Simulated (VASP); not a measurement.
OSZICAR of a VASP run on HfB₂ (AlB2 type):

### OSZICAR
```
       N       E                     dE             d eps       ncg     rms          rms(c)
DAV:   1     0.293654681777E+02    0.29365E+02   -0.84748E+03  1920   0.128E+03
DAV:   2    -0.270649759540E+02   -0.56430E+02   -0.52877E+02  2372   0.243E+02
DAV:   3    -0.287888733606E+02   -0.17239E+01   -0.16930E+01  2528   0.327E+01
DAV:   4    -0.288016136507E+02   -0.12740E-01   -0.12734E-01  2348   0.302E+00
DAV:   5    -0.288017409230E+02   -0.12727E-03   -0.12725E-03  2524   0.242E-01    0.563E+01
DAV:   6    -0.264805771075E+02    0.23212E+01   -0.52131E+00  2268   0.154E+01    0.409E+01
DAV:   7    -0.264336867081E+02    0.46890E-01   -0.17308E+00  2408   0.935E+00    0.119E+01
DAV:   8    -0.263584047684E+02    0.75282E-01   -0.50967E-01  2288   0.512E+00    0.199E+00
DAV:   9    -0.263537773605E+02    0.46274E-02   -0.33246E-02  2220   0.146E+00    0.267E-01
DAV:  10    -0.263537492821E+02    0.28078E-04   -0.96655E-04  2332   0.260E-01    0.366E-01
DAV:  11    -0.263537496950E+02   -0.41289E-06   -0.11090E-04  2292   0.839E-02    0.188E-01
DAV:  12    -0.263537449505E+02    0.47445E-05   -0.11576E-05  2360   0.298E-02    0.209E-02
DAV:  13    -0.263537451471E+02   -0.19657E-06   -0.48967E-07  2316   0.691E-03    0.383E-03
DAV:  14    -0.263537451534E+02   -0.63674E-08   -0.63224E-09  1320   0.733E-04
   1 F= -.27162367E+02 E0= -.27162383E+02  d E =-.271624E+02
       N       E                     dE             d eps       ncg     rms          rms(c)
DAV:   1    -0.263548366090E+02   -0.10915E-02   -0.40218E-02  2068   0.176E+00    0.247E-01
DAV:   2    -0.263545298821E+02    0.30673E-03   -0.52154E-04  2348   0.207E-01    0.106E-01
DAV:   3    -0.263543974455E+02    0.13244E-03   -0.13334E-04  2352   0.941E-02    0.324E-02
DAV:   4    -0.263543892914E+02    0.81541E-05   -0.16804E-05  2552   0.341E-02    0.201E-02
DAV:   5    -0.263543891341E+02    0.15725E-06   -0.76115E-07  2240   0.714E-03    0.975E-03
DAV:   6    -0.263543891239E+02    0.10213E-07   -0.40025E-08  1284   0.203E-03
   2 F= -.27162676E+02 E0= -.27162672E+02  d E =-.309337E-03
       N       E                     dE             d eps       ncg     rms          rms(c)
DAV:   1    -0.263543586150E+02    0.30519E-04   -0.10124E-03  2080   0.279E-01    0.399E-02
DAV:   2    -0.263543508289E+02    0.77861E-05   -0.13156E-05  2336   0.328E-02    0.169E-02
DAV:   3    -0.263543475037E+02    0.33252E-05   -0.33816E-06  2352   0.150E-02    0.508E-03
DAV:   4    -0.263543473233E+02    0.18046E-06   -0.42109E-07  2440   0.540E-03    0.315E-03
DAV:   5    -0.263543473265E+02   -0.32203E-08   -0.18004E-08  1096   0.114E-03
   3 F= -.27162687E+02 E0= -.27162688E+02  d E =-.320656E-03
```

Task: Which electronic solver shows in the log?

Result: It is blocked Davidson (ALGO = Normal, or the opening steps of other solvers). The INCAR had ALGO = Normal.

Task: Can the final energy be trusted as converged?

Result: The run converged. It stopped with EDIFF = 1E-7, NELM = 100, NSW = 30 and EDIFFG = -0.01 after 3 ionic steps (PBE GGA with D3 dispersion (zero damping), plane waves, VASP's PBE PAW potentials (set 64)).

The compound is HfB2 in the AlB2 type structure. This cell is one point of a volume scan, at 0.97 of the reference volume. Symmetry was kept, so distortions that lower it aren't found.
